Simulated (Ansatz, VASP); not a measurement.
Given: the input of a run of Ansatz 0.2.0 on Y3F. The cell comes from a database or a generator and needn't be the stable form of this composition.

input.yaml

```yaml
crystal:
  lattice:
    - [6.26665, 0.0, 0.0]
    - [-3.13333, 5.42708, 0.0]
    - [0.0, 0.0, 3.36199]
  atoms:
    - { symbol: "Y", position: [0.5, 0.0, 0.0] }
    - { symbol: "Y", position: [0.0, 0.5, 0.0] }
    - { symbol: "Y", position: [0.5, 0.5, 0.0] }
    - { symbol: F, position: [0.0, 0.0, 0.0] }
hamiltonian:
  xc: blyp
  pseudopotentials: { kind: paw }
kpoints:
  mp_grid: { grid: [4, 4, 6] }
scf:
  occupations: { method: fermi_dirac, width: 0.05 }
output:
  forces: true
  stress: true
  eigenvalues: true
relax:
  f_tol: 0.01
  max_steps: 40
  cell: { stress_tol: 0.05 }
```

Potentials or basis: Ansatz PAW.

Launch:

```sh
$ ansatz run input.yaml --threads 2 --pin off --max-ram 5632MiB --backend cpu --events-out ev --progress --plain --runs-dir out
```

What does the same run look like in VASP 6.6.1? Potentials or basis there: PBE PAW files F, Y_sv, 600 eV.

As run (cutoffs and basis follow the program's own potentials, and thresholds, step limits or extra output files can differ):

The input INCAR:

```
SYSTEM = Y3F
PREC = Accurate ; ENCUT = 600
EDIFF = 1E-7 ; ISMEAR = -1
SIGMA = 0.05 ; LREAL = .FALSE.
LASPH = .TRUE. ; NELM = 60
ALGO = Fast ; ISIF = 3
LWAVE = .FALSE. ; LCHARG = .FALSE.
GGA = B5 ; ALDAX = 1.0
AGGAX = 1.0 ; AGGAC = 1.0
ALDAC = 0.0 ; IBRION = 2
NSW = 60 ; EDIFFG = -0.01
```

Contents of KPOINTS:

```
regular mesh
0
G
  4 4 6
  0 0 0
```

POSCAR

```
Y3F
1.0
    6.2666500000      0.0000000000      0.0000000000
   -3.1333300000      5.4270800000      0.0000000000
    0.0000000000      0.0000000000      3.3619900000
Y F
3 1
Direct
    0.5000000000      0.0000000000      0.0000000000
    0.0000000000      0.5000000000      0.0000000000
    0.5000000000      0.5000000000      0.0000000000
    0.0000000000      0.0000000000      0.0000000000
```

Potentials or basis: VASP PAW PBE potentials, release 64 (Y_sv, F).

Command:

```console
$ cat potpaw_PBE.64/Y_sv/POTCAR potpaw_PBE.64/F/POTCAR > POTCAR
$ mpirun -np 1 vasp_std > vasp.out
```

Both were run:

|  | Ansatz | VASP |
| --- | --- | --- |
| Relaxed volume | 29.87 Å³/atom | 29.78 Å³/atom |
| Relaxed cell | a = 6.361 Å, b = 6.361 Å, c = 3.409 Å, α = 90.00°, β = 90.00°, γ = 120.00° | a = 6.358 Å, b = 6.358 Å, c = 3.402 Å, α = 90.00°, β = 90.00°, γ = 120.00° |
| Space group after relaxing | P6/mmm (No. 191) | P6/mmm (No. 191) |
| Pressure after relaxing | 0.0 GPa | 0.0 GPa |

Ansatz's pressure holds a Pulay term of +0.14 GPa for its cutoff of 420 eV, which the other run lacks.

Ansatz's potentials were made for PBE. VASP's potentials were made for PBE.

Where Ansatz's input types no cutoff or centring, it takes its own default and a Γ-centred mesh.

Pressure is positive in compression.
